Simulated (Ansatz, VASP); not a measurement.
## Ni (Ni(110)): VASP beside Ansatz

Wanted: the spread between two codes on one cell, functional and k mesh. The cell is taken from a series of runs on this material, whose earlier steps may have relaxed, scaled, displaced or heated it; both programs get it as it stands.

Main program and level: Ansatz 0.2.0; plane waves, with VASP 6.6.1 beside it; single point at PBE.

### 1. Starting point

The cell holds 7 atoms: 7 Ni. Its edges and angles: a = 3.520 Å, b = 2.489 Å, c = 21.467 Å, α = 90.0°, β = 90.0°, γ = 90.0°. Vacuum lies along c.

### 2. Ansatz: single point, PBE, pair 1

Ansatz runs on its default PAW (the set named soft_2) files.

A single point gives forces, pressure and levels at one fixed geometry, so differences don't come from the geometry; what else differs is listed under the comparison.

input.yaml reads:

```yaml
crystal:
  lattice:
    - [3.52, 0.0, 0.0]
    - [0.0, 2.4890158698, 0.0]
    - [0.0, 0.0, 21.4670476093]
  atoms:
    - { symbol: Ni, position: [0.0, 0.0, 0.32608117], spin: 0.7 }
    - { symbol: Ni, position: [0.5, 0.5, 0.3840541133], spin: 0.7 }
    - { symbol: Ni, position: [0.0, 0.0, 0.4420270567], spin: 0.7 }
    - { symbol: Ni, position: [0.5, 0.5, 0.5], spin: 0.7 }
    - { symbol: Ni, position: [0.0, 0.0, 0.5579729433], spin: 0.7 }
    - { symbol: Ni, position: [0.5, 0.5, 0.6159458867], spin: 0.7 }
    - { symbol: Ni, position: [0.0, 0.0, 0.67391883], spin: 0.7 }
magnetization:
  spin_polarized: true
kpoints:
  mp_grid: { grid: [12, 16, 1] }
hamiltonian:
  xc: pbe
scf:
  occupations: { method: fermi_dirac, width: 0.1 }
  convergence: { dr2_threshold: 1.0e-09 }
efield:
  axis: 3
  dipole_correction: true
  ramp_position: 0.97
  ramp_width: 0.06
output:
  write_potential: true
  write_density: true
  volumetric_format: npy
```

Launch:

```console
$ ansatz run input.yaml --threads 4 --pin off --max-ram 6144MiB --backend cpu --events-out ev --progress --plain --runs-dir out
```

Numbers of over 12 decimals in the logs are rounded to 6 here.

Log:

```text
Engine: ansatz 0.2.0, aarch64-unknown-linux-gnu
Pseudopotentials: kind: paw
Pseudopotential: Ni, paw, valence charge 18, recommended cutoff 420 eV (normal), Ni.paw.azcp
Functional definition: PBE
  parameter kappa = 0.804
  parameter beta = 0.066725
  exchange = pbe_x(kappa = kappa, mu = beta*pi^2/3)
  correlation = pbe_c(beta = beta)
Crystal: 7 atoms, lattice volume = 188.080 Å³
Basis set: ecut = 420 eV, 3637 PW (Γ)
Bands: 79, of which v1, the nominal top of the filled ones, is band 63 counted from 1 (62 counted from 0)
Symmetry: 4 space group operations
k-points: 63 of 192
Non-local potential: Ni, projectors of the file, l = 0: 3, l = 1: 2, l = 2: 3, l = 3: 1
PAW form: soft (Blöchl's): semilocal exchange-correlation on the pseudo side does not see the compensation charge
PAW one-centre angular grid: Ni, 590 points (default); XC on 64 Gauss nodes
Initial density: superposition of atomic densities (neutral atoms: chi_scale 0, normalization atom)
Starting moments: Σ|m| = 4.9 μB on 7 of 7 sites
Initial wavefunctions: pseudopotential atomic-orbital guess
Functional: x = pbe(κ = 0.804, μ = 0.219515), c = pbe(β = 0.066725)
SCF iter   1: F=—  HF=-40869.429616 eV  |F-HF|=—  |Δ(HF+E_count)|=         —  Δρ=4.03e-2 (↑2.73e-2 ↓4.03e-2)  dr2=7.81e0  dr2_m=1.54e0  M=6.000 μB ∫|m|=6.285 μB  β_m=1.00  ethr=3.10e-3  p=0.000 e·Å  D=5.27e-15 V/Å  ΔV_dip=-0.00 eV  dr2_dipole=1.64e-10  V_vac-E_F(+/−)=7.11/7.11 eV  ⟨swp⟩=8.9  Hψ=46065  notcnv=0  defer=246
Mixer restart at iter 1: flushing history
efield: sawtooth ramp at fractional position 0.9700 (set: `efield.ramp_position`, or a place that a band, a saddle search or an elastic batch's reference lends), width 0.0600; the density the first Hamiltonian is built on has a dipole p = 0.000 e·Å; the dipole correction subtracts the counter field D = 5.27e-15 V/Å, which shifts the + side's vacuum level by -0.00 eV against the − side's; the planar-averaged density in the ramp window peaks in size at 4.6e-6 e/Å³
preconditioner: auto → LDOS  [metal: Δε(μ)=0.003 eV  Ē_g=7.276 eV  σ=0.100 eV  W_gap=0.01  n_scr=48 (ndim 8)  ℏωp=22.7 eV  f_vac=0.524  D(μ)=13.84/eV (n_scr^D=166)]
spin=Collinear: LDOS preconditioning applied to the charge; magnetization (m = ρ↑ − ρ↓) channel mixes plain (no charge-response kernel on spin).
SCF iter   2: F=—  HF=-40869.837154 eV  |F-HF|=—  |Δ(HF+E_count)|=   4.08e-1  Δρ=1.40e-2 (↑1.34e-2 ↓1.40e-2)  dr2=1.69e0  dr2_m=2.04e-2  M=5.700 μB ∫|m|=6.235 μB  β_m=0.31  ethr=3.10e-3  p=0.000 e·Å  D=1.94e-6 V/Å  ΔV_dip=-0.00 eV  dr2_dipole=1.01e-8  V_vac-E_F(+/−)=5.99/5.99 eV  ⟨swp⟩=2.6  Hψ=17021  notcnv=0  defer=499
density mixer auto → msr1: a metal under ldos (density of states about μ 3.63 of a free-electron gas's, 48 screened modes)
SCF iter   3: F=—  HF=-40872.363347 eV  |F-HF|=—  |Δ(HF+E_count)|=    2.53e0  Δρ=1.08e-2 (↑6.55e-3 ↓1.08e-2)  dr2=3.56e-1  dr2_m=6.84e-2  M=5.544 μB ∫|m|=6.117 μB  β_m=0.47  ethr=1.34e-3  p=-0.000 e·Å  D=-3.74e-6 V/Å  ΔV_dip=0.00 eV  dr2_dipole=1.60e-9  V_vac-E_F(+/−)=5.44/5.44 eV  ⟨swp⟩=3.0  Hψ=15754  notcnv=0  defer=512
SCF iter   4: F=—  HF=-40874.690699 eV  |F-HF|=—  |Δ(HF+E_count)|=    2.33e0  Δρ=1.40e-2 (↑5.97e-3 ↓1.40e-2)  dr2=3.64e-1  dr2_m=6.31e-2  M=5.183 μB ∫|m|=5.794 μB  β_m=0.57  ethr=2.83e-4  p=-0.000 e·Å  D=-4.07e-6 V/Å  ΔV_dip=0.00 eV  dr2_dipole=7.78e-11  V_vac-E_F(+/−)=4.96/4.96 eV  ⟨swp⟩=2.6  Hψ=15911  notcnv=0  defer=519
SCF iter   5: F=—  HF=-40875.546664 eV  |F-HF|=—  |Δ(HF+E_count)|=   8.56e-1  Δρ=3.98e-3 (↑1.43e-3 ↓3.98e-3)  dr2=4.20e-2  dr2_m=5.42e-3  M=4.971 μB ∫|m|=5.574 μB  β_m=0.79  ethr=2.83e-4  p=-0.000 e·Å  D=-6.49e-6 V/Å  ΔV_dip=0.00 eV  dr2_dipole=3.60e-9  V_vac-E_F(+/−)=4.75/4.75 eV  ⟨swp⟩=2.6  Hψ=18333  notcnv=0  defer=543
SCF iter   6: F=—  HF=-40875.656143 eV  |F-HF|=—  |Δ(HF+E_count)|=   1.09e-1  Δρ=5.63e-3 (↑2.22e-3 ↓5.63e-3)  dr2=6.65e-2  dr2_m=6.53e-3  M=4.826 μB ∫|m|=5.447 μB  β_m=0.80  ethr=3.34e-5  p=0.000 e·Å  D=8.87e-7 V/Å  ΔV_dip=-0.00 eV  dr2_dipole=1.00e-8  V_vac-E_F(+/−)=4.65/4.65 eV  ⟨swp⟩=2.3  Hψ=17888  notcnv=0  defer=534
SCF iter   7: F=—  HF=-40875.650985 eV  |F-HF|=—  |Δ(HF+E_count)|=   5.16e-3  Δρ=1.84e-3 (↑1.60e-3 ↓1.84e-3)  dr2=1.38e-2  dr2_m=5.59e-4  M=4.804 μB ∫|m|=5.429 μB  β_m=0.66  ethr=3.34e-5  p=-0.000 e·Å  D=-6.03e-6 V/Å  ΔV_dip=0.00 eV  dr2_dipole=1.73e-8  V_vac-E_F(+/−)=4.50/4.50 eV  ⟨swp⟩=2.0  Hψ=17049  notcnv=0  defer=552
SCF iter   8: F=—  HF=-40875.652191 eV  |F-HF|=—  |Δ(HF+E_count)|=   1.21e-3  Δρ=4.26e-4 (↑3.01e-4 ↓4.26e-4)  dr2=3.73e-4  dr2_m=1.08e-4  M=4.819 μB ∫|m|=5.442 μB  β_m=0.66  ethr=1.10e-5  p=0.000 e·Å  D=3.90e-7 V/Å  ΔV_dip=-0.00 eV  dr2_dipole=1.15e-9  V_vac-E_F(+/−)=4.54/4.54 eV  ⟨swp⟩=2.1  Hψ=15496  notcnv=0  defer=544
[...]
SCF iter  14: F=—  HF=-40875.652275 eV  |F-HF|=—  |Δ(HF+E_count)|=   3.52e-9  Δρ=4.01e-6 (↑1.41e-6 ↓4.01e-6)  dr2=2.20e-8  dr2_m=6.88e-9  M=4.825 μB ∫|m|=5.451 μB  β_m=0.78  ethr=6.92e-11  p=0.000 e·Å  D=5.11e-7 V/Å  ΔV_dip=-0.00 eV  dr2_dipole=8.62e-10  V_vac-E_F(+/−)=4.53/4.53 eV  ⟨swp⟩=2.0  Hψ=14653  notcnv=0  defer=544
SCF iter  15: F=—  HF=-40875.652275 eV  |F-HF|=—  |Δ(HF+E_count)|=   1.57e-8  Δρ=4.05e-6 (↑3.00e-6 ↓4.05e-6)  dr2=5.37e-8  dr2_m=1.86e-9  M=4.825 μB ∫|m|=5.451 μB  β_m=0.54  ethr=1.75e-11  p=0.000 e·Å  D=1.23e-7 V/Å  ΔV_dip=-0.00 eV  dr2_dipole=2.95e-10  V_vac-E_F(+/−)=4.53/4.53 eV  ⟨swp⟩=2.4  Hψ=18252  notcnv=0  defer=544
SCF iter  16: F=—  HF=-40875.652275 eV  |F-HF|=—  |Δ(HF+E_count)|=   1.25e-8  Δρ=9.13e-7 (↑2.17e-7 ↓9.13e-7)  dr2=1.60e-9  dr2_m=3.20e-10  M=4.825 μB ∫|m|=5.451 μB  β_m=0.56  ethr=1.75e-11  p=0.000 e·Å  D=7.59e-8 V/Å  ΔV_dip=-0.00 eV  dr2_dipole=1.14e-12  V_vac-E_F(+/−)=4.53/4.53 eV  ⟨swp⟩=2.1  Hψ=16970  notcnv=0  defer=544
SCF iter  17: F=—  HF=-40875.652275 eV  |F-HF|=—  |Δ(HF+E_count)|=  5.09e-10  Δρ=4.44e-7 (↑1.61e-7 ↓4.44e-7)  dr2=1.48e-10  dr2_m=1.41e-10  M=4.825 μB ∫|m|=5.451 μB  β_m=0.78  ethr=1.27e-12  p=0.000 e·Å  D=2.00e-8 V/Å  ΔV_dip=-0.00 eV  dr2_dipole=3.44e-14  V_vac-E_F(+/−)=4.53/4.53 eV  ⟨swp⟩=2.0  Hψ=14011  notcnv=0  defer=544
SCF iter  18: F=—  HF=-40875.652275 eV  |F-HF|=—  |Δ(HF+E_count)|=  2.91e-11  Δρ=1.51e-7 (↑6.51e-8 ↓1.51e-7)  dr2=4.56e-11  dr2_m=8.79e-12  M=4.825 μB ∫|m|=5.451 μB  β_m=0.73  ethr=1.00e-12  p=-0.000 e·Å  D=-2.46e-8 V/Å  ΔV_dip=0.00 eV  dr2_dipole=6.77e-14  V_vac-E_F(+/−)=4.53/4.53 eV  ⟨swp⟩=11.5  Hψ=37787  notcnv=0
SCF iter  19: F=-40875.652275 eV  HF=-40875.652275 eV  |F-HF|=3.64e-10  |Δ(HF+E_count)|=  6.55e-11  Δρ=9.34e-8 (↑3.29e-8 ↓9.34e-8)  dr2=5.77e-11  dr2_m=2.48e-12  M=4.825 μB ∫|m|=5.451 μB  ethr=1.00e-12  p=0.000 e·Å  D=2.83e-9 V/Å  ΔV_dip=-0.00 eV  dr2_dipole=1.23e-11  V_vac-E_F(+/−)=4.53/4.53 eV  ⟨swp⟩=1.9  Hψ=22625  notcnv=0
SCF 1 converged in 19 iterations: F = -40875.652275 eV  dr2 = 5.77e-11
  greatest PAW one-centre occupation: 1.001 electrons in one spin orbital (limit 2), on the Ni atom at site 0 (counted from 0), in its partial waves of l = 1
WARN: The output density's exchange-correlation potential varies sharply where the density is thin. Do not read a vacuum level from v_tot or v_xc, or from such a field of the output density. On a cell that repeats whose density bears no net charge and no dipole along the vacuum's axis use v_es (v_loc + v_h of the components); under efield.dipole_correction with no amplitude use v_es + v_field, which holds any externa [...]
SCF converged after 19 iterations
Magnetization: 4.8250 μB (65.4125 up, 60.5875 down)
Absolute magnetization: 5.4558 μB (∫|ρ↑−ρ↓|, with the PAW one-centre terms)
Spin contamination: 0.0644 ħ² per cell (⟨S²⟩ above its minimum at these occupations)
Per-site moments (μB) at R_I (Å): [(0.799523, 1.026719), (0.703843, 1.026719), (0.694294, 1.026719), (0.662167, 1.026719), (0.694294, 1.026719), (0.703843, 1.026719), (0.799523, 1.026719)]
Free energy (F): -40875.652275 eV
Harris-Foulkes:  -40875.652275 eV  (|F-HF|=3.64e-10)
Internal energy: -40875.223481 eV  (E = F + TS)
E sigma→0 (E₀):  -40875.437878 eV
Entropy (-TS):   -0.428793 eV (-61.256 meV/atom)
Fermi energy:    4.721851 eV
Dipole field:    D = 0.000005 V/Å  (p = 0.000005 e·Å, saw-weighted, corrected)
Work function:   Φ+ = 4.5341 eV   Φ− = 4.5343 eV
Levels:          The Fermi level and band energies are counted from a zero that moves with the ramp; work functions are not
--- Per-component energies (eV) ---
  E_band       = -3664.259230
  E_kinetic    = 1969.900523
  E_local      = -233064.279858  (includes V_loc(G=0)·N_el)
  E_nonlocal   = 4461.523862
  E_hartree    = 113709.985171
  E_xc         = -587.474396
  E_vxc        = -756.996734  (∫ρ·V_xc dr)
  E_paw        = -11417.842583  (= ΣΔE_a)
  E_vpaw       = -3694.379843  (= ΣTr[D̂ρ^β])
  E_aug_tail   = 0.003666  (compensation charges beyond the density's cutoff)
  E_efield     = 0.000000  (sawtooth field / dipole correction)
  E_vefield    = 0.000000  (∫n·V_field dr)
  E_ewald      = 84052.960135
  E_smearing   = -0.428793  (= −TS)
  E_closure    = -0.000000  (closes the sum)
  Σ components = -40875.652275   (vs F -40875.652275, Δ=0.00e0)
--- Band table (eV; the first three rows and the last of 126) ---
  k-point 0 ↑: bands = [... 59 lower, 3.7242, 3.8418, 3.9051, 3.9972, 4.0769, 4.1046, 4.2146, 4.3512, ... 12 higher]
  k-point 1 ↑: bands = [... 59 lower, 3.7173, 3.8778, 3.9002, 3.9134, 4.0612, 4.1380, 4.1558, 4.3989, ... 12 higher]
  k-point 2 ↑: bands = [... 59 lower, 3.6899, 3.8288, 3.8576, 3.9535, 3.9544, 4.1045, 4.2106, 4.5320, ... 12 higher]
  k-point 62 ↓: bands = [... 59 lower, 4.9523, 5.0054, 5.0134, 5.1056, 5.4690, 5.7308, 7.4070, 7.7299, ... 12 higher]
```

Reading the cycles: dr2 is the Hartree energy of the density residual (eV), the measure of convergence; HF is the Harris–Foulkes estimate of the energy, which meets the free energy F at convergence.

(Continued in part 2 of 2.)

[Lines on the potential files, build, host, timing and source positions are cut from VASP's logs without a mark.]

[Logs are printed without paths, hosts, clocks, repeated set-up lines and the standing remarks that a program may print on its own settings, such as how far it seeks lower states.]

[Hosts, paths, dates, database ids (printed as entryN), source tags and the programs' standing remarks are cut or masked in the printed files.]
